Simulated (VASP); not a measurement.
# Be3Te2Se (Imm2) in VASP: a series of runs

One crystal, Be3Te2Se, is run at these levels: PBE; tasks: band structure, Born charges and dielectric tensor.

Everything below comes from runs of VASP 6.6.1. Logs are shortened: lines on timing, memory, paths and dates and some standing lists are left out, and cuts for length are marked.

### Step 1. The crystal as given

Symmetry: Imm2, No. 44, orthorhombic system. Conventional cell: a = 3.899 Å, b = 11.689 Å, c = 5.501 Å, α = 90.00°, β = 90.00°, γ = 90.00°. Be (site symmetry m) is surrounded by 1 Se at 2.25 Å and 3 Te at 2.43 to 2.46 Å. Be (site symmetry mm2) has 2 Se at 2.31 Å and 2 Te at 2.45 Å as nearest neighbours. Around Te (site symmetry m) lie 4 Be at 2.43 to 2.46 Å. Se (site symmetry mm2) is surrounded by 4 Be at 2.25 to 2.31 Å.

The cell was built by a generator and needn't be a form met in nature.

### Step 2. Band structure, PBE

POSCAR reads:

```
Be3Te2Se
1.0
   -1.9494800000      5.8446100000      2.7503100000
    1.9494800000     -5.8446100000      2.7503100000
    1.9494800000      5.8446100000     -2.7503100000
Be Te Se
3 2 1
Direct
    0.6062970000      0.7630470000      0.8432500000
    0.9197960000      0.7630470000      0.1567500000
    0.2245800000      0.7245800000      0.5000000000
    0.6644610000      0.9995180000      0.6649430000
    0.3345760000      0.9995180000      0.3350570000
    0.0000150000      0.0000150000      0.0000000000
```

INCAR.step1 reads:

```
SYSTEM = Be3Te2Se
ALGO = Normal
EDIFF = 1E-6
ENCUT = 520
GGA = PE
ISIF = 2
ISMEAR = 0
KPAR = 8
LASPH = .TRUE.
LCHARG = .TRUE.
LREAL = .FALSE.
LWAVE = .FALSE.
NBANDS = 21
NELM = 100
PREC = Accurate
SIGMA = 0.03
```

KPOINTS.step1 reads:

```
k-points
0
G
  8 8 8
  0 0 0
```

INCAR.step2 reads:

```
SYSTEM = Be3Te2Se
ALGO = Normal
EDIFF = 1E-6
ENCUT = 520
GGA = PE
ICHARG = 11
ISIF = 2
ISMEAR = 0
KPAR = 8
LASPH = .TRUE.
LCHARG = .FALSE.
LREAL = .FALSE.
LWAVE = .FALSE.
NBANDS = 21
NELM = 100
PREC = Accurate
SIGMA = 0.05
```

KPOINTS.step2 reads:

```
path GXLTWRX1ZGYSW,L1Y,Y1Z
20
line-mode
reciprocal
 0.0000000000  0.0000000000  0.0000000000  G
 0.2778141955 -0.2778141955 -0.2778141955  X

 0.2778141955 -0.2778141955 -0.2778141955  X
 0.4724546864 -0.0831737047 -0.4724546864  L

 0.4724546864 -0.0831737047 -0.4724546864  L
 0.5000000000  0.0000000000 -0.5000000000  T

 0.5000000000  0.0000000000 -0.5000000000  T
 0.7500000000 -0.2500000000 -0.2500000000  W

 0.7500000000 -0.2500000000 -0.2500000000  W
 0.5000000000 -0.5000000000  0.0000000000  R

 0.5000000000 -0.5000000000  0.0000000000  R
 0.7221858045 -0.7221858045  0.2778141955  X1

 0.7221858045 -0.7221858045  0.2778141955  X1
 0.5000000000 -0.5000000000  0.5000000000  Z

 0.5000000000 -0.5000000000  0.5000000000  Z
 0.0000000000  0.0000000000  0.0000000000  G

 0.0000000000  0.0000000000  0.0000000000  G
 0.3053595092  0.3053595092 -0.3053595092  Y

 0.3053595092  0.3053595092 -0.3053595092  Y
 0.5000000000  0.0000000000  0.0000000000  S

 0.5000000000  0.0000000000  0.0000000000  S
 0.7500000000 -0.2500000000 -0.2500000000  W

 0.5275453136  0.0831737047 -0.5275453136  L1
 0.3053595092  0.3053595092 -0.3053595092  Y

 0.6946404908 -0.3053595092  0.3053595092  Y1
 0.5000000000 -0.5000000000  0.5000000000  Z
```

Potentials or basis: VASP PAW PBE potentials, release 64 (Be, Te, Se).

On the command line:

```
$ cat potpaw_PBE.64/Be/POTCAR potpaw_PBE.64/Te/POTCAR potpaw_PBE.64/Se/POTCAR > POTCAR
$ cp INCAR.step1 INCAR
$ cp KPOINTS.step1 KPOINTS
$ mpirun -np 8 vasp_std > vasp.out
$ cp INCAR.step2 INCAR
$ cp KPOINTS.step2 KPOINTS
$ mpirun -np 8 vasp_std > vasp.out
```

OUTCAR:

```text
SYSTEM = Be3Te2Se
   EDIFF = 1E-6
   ENCUT = 520
   GGA = PE
   ICHARG = 11
   ISIF = 2
   ISMEAR = 0
   LASPH = .TRUE.
   LREAL = .FALSE.
   NELM = 100
   PREC = Accurate

 ion  position               nearest neighbor table
   1  0.606  0.763  0.843-   6 2.25   5 2.43   5 2.43   4 2.46
   2  0.920  0.763  0.157-   6 2.25   4 2.43   4 2.43   5 2.46
   3  0.225  0.725  0.500-   6 2.31   6 2.31   5 2.45   4 2.45
   4  0.664  1.000  0.665-   2 2.43   2 2.43   3 2.45   1 2.46
   5  0.335  1.000  0.335-   1 2.43   1 2.43   3 2.45   2 2.46
   6  0.000  0.000  0.000-   2 2.25   1 2.25   3 2.31   3 2.31

  LATTYP: Found a body centered orthorhombic cell.
 ALAT       =     3.8989600000
 B/A-ratio  =     1.4107915957
 C/A-ratio  =     2.9980353735

  Lattice vectors:

 A1 = (   1.9494800000,  -5.8446100000,  -2.7503100000)
 A2 = (  -1.9494800000,  -5.8446100000,   2.7503100000)
 A3 = (  -1.9494800000,   5.8446100000,  -2.7503100000)

Analysis of symmetry for initial positions (statically):
=====================================================================
 Subroutine PRICEL returns:
 Original cell was already a primitive cell.

 Routine SETGRP: Setting up the symmetry group for a
 body centered orthorhombic supercell.

 Subroutine GETGRP returns: Found  4 space group operations
 (whereof  4 operations were pure point group operations)
 out of a pool of  8 trial point group operations.

The static configuration has the point symmetry C_2v.

Analysis of symmetry for dynamics (positions and initial velocities):
=====================================================================
 Subroutine PRICEL returns:
 Original cell was already a primitive cell.

 Routine SETGRP: Setting up the symmetry group for a
 body centered orthorhombic supercell.

 Subroutine GETGRP returns: Found  4 space group operations
 (whereof  4 operations were pure point group operations)
 out of a pool of  8 trial point group operations.

The dynamic configuration has the point symmetry C_2v.

 Subroutine INISYM returns: Found  4 space group operations
 (whereof  4 operations are pure point group operations),
 and found     1 'primitive' translations

----------------------------------------------------------------------------------------

                                     Primitive cell

  volume of cell :     125.3476

  direct lattice vectors                    reciprocal lattice vectors
    -1.949480000  5.844610000  2.750310000     0.000000000  0.085548907  0.181797688
     1.949480000 -5.844610000  2.750310000     0.256478651  0.000000000  0.181797688
     1.949480000  5.844610000 -2.750310000     0.256478651  0.085548907  0.000000000

  length of vectors
     6.747158174  6.747158174  6.747158174     0.200920420  0.314375091  0.270369957

  position of ions in fractional coordinates (direct lattice)
     0.606297000  0.763047000  0.843250000
     0.919796000  0.763047000  0.156750000
     0.224580000  0.724580000  0.500000000
     0.664461000  0.999518000  0.664943000
     0.334576000  0.999518000  0.335057000
     0.000015000  0.000015000  0.000000000

  ion indices of the primitive-cell ions
   primitive index   ion index
                 1           1
                 2           2
                 3           3
                 4           4
                 5           5
                 6           6

----------------------------------------------------------------------------------------

 KPOINTS: path GXLTWRX1ZGYSW,L1Y,Y1Z

Interpolating k-points between supplied coordinates.

 Line segments in fractional coordinates (reciprocal lattice):
    0.000000  0.000000  0.000000  ...  0.277814 -0.277814 -0.277814
    0.277814 -0.277814 -0.277814  ...  0.472455 -0.083174 -0.472455
    0.472455 -0.083174 -0.472455  ...  0.500000  0.000000 -0.500000
    0.500000  0.000000 -0.500000  ...  0.750000 -0.250000 -0.250000
    0.750000 -0.250000 -0.250000  ...  0.500000 -0.500000  0.000000
    0.500000 -0.500000  0.000000  ...  0.722186 -0.722186  0.277814
    0.722186 -0.722186  0.277814  ...  0.500000 -0.500000  0.500000
    0.500000 -0.500000  0.500000  ...  0.000000  0.000000  0.000000
    0.000000  0.000000  0.000000  ...  0.305360  0.305360 -0.305360
    0.305360  0.305360 -0.305360  ...  0.500000  0.000000  0.000000
    0.500000  0.000000  0.000000  ...  0.750000 -0.250000 -0.250000
    0.527545  0.083174 -0.527545  ...  0.305360  0.305360 -0.305360
    0.694640 -0.305360  0.305360  ...  0.500000 -0.500000  0.500000

 Generated    20 points on each line segment, for a total of    260 k-points:

 Following reciprocal coordinates:
            Coordinates               Weight
  0.000000  0.000000  0.000000      0.003846
  0.014622 -0.014622 -0.014622      0.003846
  0.029244 -0.029244 -0.029244      0.003846
  0.043865 -0.043865 -0.043865      0.003846
  0.058487 -0.058487 -0.058487      0.003846
  0.073109 -0.073109 -0.073109      0.003846
[... 16 lines left out ...]
  0.298303 -0.257326 -0.298303      0.003846
  0.308547 -0.247081 -0.308547      0.003846
 [... further k-points ...]
   k-points           NKPTS =    260   k-points in BZ     NKDIM =    260   number of bands    NBANDS=     21
   number of dos      NEDOS =    301   number of ions     NIONS =      6
   total plane-waves  NPLWV = 125000
   dimension x,y,z NGX =    50 NGY =   50 NGZ =   50
   dimension x,y,z NGXF=   100 NGYF=  100 NGZF=  100
   ions per type =               3   2   1
   NGX,Y,Z   is equivalent  to a cutoff of  12.32, 12.32, 12.32 a.u.
   NGXF,Y,Z  is equivalent  to a cutoff of  24.64, 24.64, 24.64 a.u.
 SYSTEM =  Be3Te2Se
   PREC   = accura    normal or accurate (medium, high low for compatibility)
   ISTART =      0    job   : 0-new  1-cont  2-samecut
   ICHARG =     11    charge: 1-file 2-atom 10-const
   ISPIN  =      1    spin polarized calculation?
   LNONCOLLINEAR =      F non collinear calculations
   LSORBIT =      F    spin-orbit coupling
   LASPH  =      T    aspherical Exc in radial PAW
   ENCUT  =  520.0 eV  38.22 Ry    6.18 a.u.  12.55 12.55 12.55*2*pi/ulx,y,z
   NELM   =    100;   NELMIN=  2; NELMDL=  0     # of ELM steps
   EDIFF  = 0.1E-05   stopping-criterion for ELM
   LREAL  =      F    real-space projection
   EDIFFG = 0.1E-04   stopping-criterion for IOM
   NSW    =      0    number of steps for IOM
   IBRION =     -1    ionic relax: 0-MD 1-quasi-New 2-CG
   NFREE  =      0    steps in history (QN), initial steepest desc. (CG)
   ISIF   =      2    stress and relaxation
   ISYM   =      2    0-nonsym 1-usesym 2-fastsym
   POTIM  = 0.5000    time-step for ionic-motion
   TEBEG  =    0.0;   TEEND  =   0.0 temperature during run
   PSTRESS=    0.0 pullay stress
   NELECT =      24.0000    total number of electrons
   NUPDOWN=      -1.0000    fix difference up-down
   EMIN   =  10.00;   EMAX   =-10.00  energy-range for DOS
   EFERMI =   0.00;   METHOD = LEGACY
   ISMEAR =     0;   SIGMA  =   0.05  broadening in eV -4-tet -1-fermi 0-gaus
   EFERMI_NEDOS =   21; number of points for ismear=-14 and -15
   IALGO  =     38    algorithm
   IMIX   =      4    mixing-type and parameters
     AMIX     =   0.40;   BMIX     =  1.00
     AMIX_MAG =   1.60;   BMIX_MAG =  1.00
  volume/ion in A,a.u.               =      20.89       140.98
  Fermi-wavevector in a.u.,A,eV,Ry     =   0.943568  1.783085 12.113550  0.890321
  Thomas-Fermi vector in A             =   2.071288
   LORBIT       =      0    0 simple, 1 ext, 2 COOP (PROOUT), +10 PAW based schemes
   GGA     = PE    functional components
   LHFCALC =     F    Hartree Fock is set to
   AEXX    =    0.0000 exact exchange contribution
   IVDW    =     0    specifies the selected vdW correction
   LEPSILON=     F    determine dielectric tensor
   LRPA    =     F    only Hartree local field effects (RPA)
 non-spin polarized calculation
 Gauss-broadening in eV      SIGMA  =   0.05
  energy-cutoff  :      520.00
  volume of cell :      125.35
 maximum number of plane-waves:      3405

 number of electron      24.0000000 magnetization

 Free energy of the ion-electron system (eV)
  ---------------------------------------------------
  ext. energy  EPLUGINS =         0.00000000
  ---------------------------------------------------
  free energy    TOTEN  =       -23.68669032 eV

  energy without entropy =      -23.68669032  energy(sigma->0) =      -23.68669032

 E-fermi :   4.8229     XC(G=0):  -9.1057

 val. band max:        4.6077650564   @ k =   0.0000   0.0000   0.0000
 cond. band min:       6.5504865058   @ k =   0.5000  -0.5000   0.5000
 fundamental gap:      1.9427214494
 Fermi energy:         4.8228816816

 k-point     1 :       0.0000    0.0000    0.0000
  band No.  band energies     occupation
      1      -8.7972      2.00000
      2      -6.8605      2.00000
      3      -5.8094      2.00000
      4      -0.1952      2.00000
      5      -0.1363      2.00000
      6       0.4689      2.00000
[... 13 lines left out ...]
     20      11.8248      0.00000
     21      11.8643      0.00000

 k-point     2 :       0.0146   -0.0146   -0.0146
  band No.  band energies     occupation
      1      -8.7936      2.00000
      2      -6.8571      2.00000
      3      -5.8066      2.00000
      4      -0.1930      2.00000
      5      -0.1336      2.00000
      6       0.4733      2.00000
[... 13 lines left out ...]
     20      11.7297      0.00000
     21      11.7459      0.00000

 k-point     3 :       0.0292   -0.0292   -0.0292
  band No.  band energies     occupation
      1      -8.7829      2.00000
      2      -6.8467      2.00000
      3      -5.7986      2.00000
      4      -0.1864      2.00000
      5      -0.1258      2.00000
      6       0.4863      2.00000
[... 13 lines left out ...]
     20      11.4824      0.00000
     21      11.5701      0.00000

 k-point     4 :       0.0439   -0.0439   -0.0439
  band No.  band energies     occupation
      1      -8.7651      2.00000
      2      -6.8296      2.00000
      3      -5.7857      2.00000
      4      -0.1764      2.00000
      5      -0.1140      2.00000
      6       0.5072      2.00000
[... 13 lines left out ...]
     20      11.1614      0.00000
     21      11.5302      0.00000

 k-point     5 :       0.0585   -0.0585   -0.0585
  band No.  band energies     occupation
      1      -8.7408      2.00000
      2      -6.8060      2.00000
      3      -5.7685      2.00000
      4      -0.1643      2.00000
      5      -0.1001      2.00000
      6       0.5348      2.00000
[... 13 lines left out ...]
     20      10.8266      0.00000
     21      11.4901      0.00000
[... 382 lines left out ...]
     20      11.7249      0.00000
     21      12.7623      0.00000

 k-point    22 :       0.2881   -0.2676   -0.2881
  band No.  band energies     occupation
      1      -8.2776      2.00000
      2      -6.1029      2.00000
      3      -6.0111      2.00000
      4      -0.2368      2.00000
      5      -0.0429      2.00000
      6       0.0111      2.00000
[... 13 lines left out ...]
     20      11.7824      0.00000
     21      12.7651      0.00000

 k-point    23 :       0.2983   -0.2573   -0.2983
  band No.  band energies     occupation
      1      -8.2773      2.00000
      2      -6.1026      2.00000
      3      -6.0096      2.00000
      4      -0.2448      2.00000
      5      -0.0688      2.00000
      6       0.0104      2.00000
[... 13 lines left out ...]
     20      11.8986      0.00000
     21      12.7627      0.00000

 k-point    24 :       0.3085   -0.2471   -0.3085
  band No.  band energies     occupation
      1      -8.2768      2.00000
      2      -6.1021      2.00000
      3      -6.0072      2.00000
      4      -0.2607      2.00000
      5      -0.1043      2.00000
      6       0.0091      2.00000
[... 13 lines left out ...]
     20      12.0244      0.00000
     21      12.7634      0.00000

 [... further k-points ...]
[... 5 lines left out ...]
  --------------------------------------------------------------------------------------
  -------------------------------------------------------------------------------------
  Total        2.6747892      1.4824098     -1.0597888      0.0000000      0.0000000      0.0000000
  in kB       34.1888254     18.9479796    -13.5460894      0.0000000      0.0000000      0.0000000
  external PRESSURE =      13.1969052 kB  Pullay stress =       0.0000000 kB

 VOLUME and BASIS-vectors are now :
 -----------------------------------------------------------------------------
  energy-cutoff  :      520.00
  volume of cell :      125.35
      direct lattice vectors                 reciprocal lattice vectors
    -1.949480000  5.844610000  2.750310000     0.000000000  0.085548907  0.181797688
     1.949480000 -5.844610000  2.750310000     0.256478651  0.000000000  0.181797688
     1.949480000  5.844610000 -2.750310000     0.256478651  0.085548907  0.000000000

 POSITION                                       TOTAL-FORCE (eV/Angst)
 -----------------------------------------------------------------------------------
      1.94948      4.01232      1.44692        -0.000000     -0.029775     -0.056077
      0.00000      1.83228      4.19723        -0.000000      0.029775     -0.056077
      1.94948      0.00000      1.23533        -0.000000     -0.000000     -0.044027
      1.94948      1.92806      2.74766         0.000000      0.032522      0.063695
      1.94948     -1.92805      2.74766         0.000000     -0.032522      0.063695
      0.00000      0.00000      0.00008         0.000000     -0.000000      0.028791
 -----------------------------------------------------------------------------------
    total drift:                                0.000569     -0.001734     -0.001194

  FREE ENERGIE OF THE ION-ELECTRON SYSTEM (eV)
  ---------------------------------------------------
  free  energy   TOTEN  =       -23.6866903233 eV

  energy  without entropy=      -23.6866903233  energy(sigma->0) =      -23.68669032
```

Run time: 3.5 min. Hardware: 8 MPI ranks of Intel Xeon Platinum 8488C (Sapphire Rapids), shared host; peak memory 0.83 GiB.

What came out:

```yaml
Band_gap_on_the_k_mesh: 1.94 eV, indirect (least direct gap 2.09 eV)
Band_gap_along_the_path: 1.94 eV, indirect (least direct gap 2.09 eV)
```

Levels at the corners of the path, in eV from the valence-band top:
| point | band 8 | band 9 | band 10 | band 11 | band 12 | band 13 | band 14 | band 15 | band 16 | band 17 |
| --- | --- | --- | --- | --- | --- | --- | --- | --- | --- | --- |
| Γ | -2.65 | -1.63 | -0.21 | -0.21 | 0.00 | 2.73 | 3.38 | 3.88 | 3.89 | 3.90 |
| X | -2.87 | -2.80 | -2.47 | -2.37 | -1.44 | 2.41 | 2.45 | 3.42 | 3.53 | 3.69 |
| X | -2.87 | -2.80 | -2.47 | -2.37 | -1.44 | 2.41 | 2.45 | 3.42 | 3.53 | 3.69 |
| L | -3.35 | -2.71 | -2.26 | -1.63 | -1.31 | 3.49 | 4.01 | 4.21 | 4.70 | 5.12 |
| L | -3.35 | -2.71 | -2.26 | -1.63 | -1.31 | 3.49 | 4.01 | 4.21 | 4.70 | 5.12 |
| T | -3.48 | -2.74 | -2.30 | -1.24 | -1.21 | 3.16 | 4.44 | 4.71 | 4.74 | 4.92 |
| T | -3.48 | -2.74 | -2.30 | -1.24 | -1.21 | 3.16 | 4.44 | 4.71 | 4.74 | 4.92 |
| W | -3.37 | -2.54 | -1.99 | -1.67 | -1.47 | 3.80 | 4.09 | 4.47 | 4.69 | 5.37 |
| W | -3.37 | -2.54 | -1.99 | -1.67 | -1.47 | 3.80 | 4.09 | 4.47 | 4.69 | 5.37 |
| R | -3.01 | -2.87 | -2.58 | -2.27 | -1.76 | 2.02 | 2.94 | 3.94 | 4.29 | 5.15 |
| R | -3.01 | -2.87 | -2.58 | -2.27 | -1.76 | 2.02 | 2.94 | 3.94 | 4.29 | 5.15 |
| X1 | -2.87 | -2.80 | -2.47 | -2.37 | -1.44 | 2.41 | 2.45 | 3.42 | 3.53 | 3.69 |
| X1 | -2.87 | -2.80 | -2.47 | -2.37 | -1.44 | 2.41 | 2.45 | 3.42 | 3.53 | 3.69 |
| Z | -2.56 | -2.28 | -1.77 | -0.97 | -0.15 | 1.94 | 2.93 | 3.90 | 4.57 | 4.66 |
| Z | -2.56 | -2.28 | -1.77 | -0.97 | -0.15 | 1.94 | 2.93 | 3.90 | 4.57 | 4.66 |
| Γ | -2.65 | -1.63 | -0.21 | -0.21 | 0.00 | 2.73 | 3.38 | 3.88 | 3.89 | 3.90 |
| Γ | -2.65 | -1.63 | -0.21 | -0.21 | 0.00 | 2.73 | 3.38 | 3.88 | 3.89 | 3.90 |
| Y | -2.24 | -1.25 | -1.19 | -0.88 | -0.68 | 2.40 | 3.05 | 3.72 | 3.95 | 4.75 |
| Y | -2.24 | -1.25 | -1.19 | -0.88 | -0.68 | 2.40 | 3.05 | 3.72 | 3.95 | 4.75 |
| S | -2.03 | -1.46 | -1.26 | -1.19 | -0.90 | 2.90 | 3.44 | 3.65 | 4.80 | 4.81 |
| S | -2.03 | -1.46 | -1.26 | -1.19 | -0.90 | 2.90 | 3.44 | 3.65 | 4.80 | 4.81 |
| W | -3.37 | -2.54 | -1.99 | -1.67 | -1.47 | 3.80 | 4.09 | 4.47 | 4.69 | 5.37 |
| L1 | -3.35 | -2.71 | -2.26 | -1.63 | -1.31 | 3.49 | 4.01 | 4.21 | 4.70 | 5.12 |
| Y | -2.24 | -1.25 | -1.19 | -0.88 | -0.68 | 2.40 | 3.05 | 3.72 | 3.95 | 4.75 |
| Y1 | -2.24 | -1.25 | -1.19 | -0.88 | -0.68 | 2.40 | 3.05 | 3.72 | 3.95 | 4.75 |
| Z | -2.56 | -2.28 | -1.77 | -0.97 | -0.15 | 1.94 | 2.93 | 3.90 | 4.57 | 4.66 |

Caveat: the log is that of the step along the path at fixed density, whose energy, stress, charges and moments have no meaning; spin-orbit coupling is left out, which moves the levels of the heavy elements. A hybrid or GW would open this gap; PBE tends to underestimate it.

[end of part 1 of 2]
